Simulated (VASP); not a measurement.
Data:

```
CELL_PARAMETERS angstrom
      5.93957     0.00000     0.00000
      0.00000     5.93957     0.00000
      0.00000     0.00000     5.93957
ATOMIC_POSITIONS crystal
  Cs 0.00000 0.00000 0.00000
  Pb 0.50000 0.50000 0.50000
  Br 0.50000 0.00000 0.50000
  Br 0.00000 0.50000 0.50000
  Br 0.50000 0.50000 0.00000
```

Computed with r2SCAN meta-GGA, VASP's PBE PAW potentials (set 64) (plane waves; VASP 6.6.1). Settings: 400 eV cut-off, 4×4×4 Γ-centred mesh, Gaussian smearing of 0.050 eV, potentials Cs_sv Pb_d Br.

Unless said otherwise, spin-orbit coupling is left out, though it shifts the bands of the heavy elements here.

Estimate the energy per atom (σ→0), band gap (on the k-mesh) with the smallest direct gap where there is one.

```
Quantity                                      Result
-----------------------------------  ---------------
band gap (on the k-mesh)                     2.05 eV
smallest direct gap (on the k-mesh)          2.05 eV
energy per atom (σ→0)                -25.690 eV/atom
```

The compound is CsPbBr3 in the cubic perovskite structure, the ideal cubic form; the compound distorts at low or room temperature. It was relaxed first. The start is the result of an earlier pass.
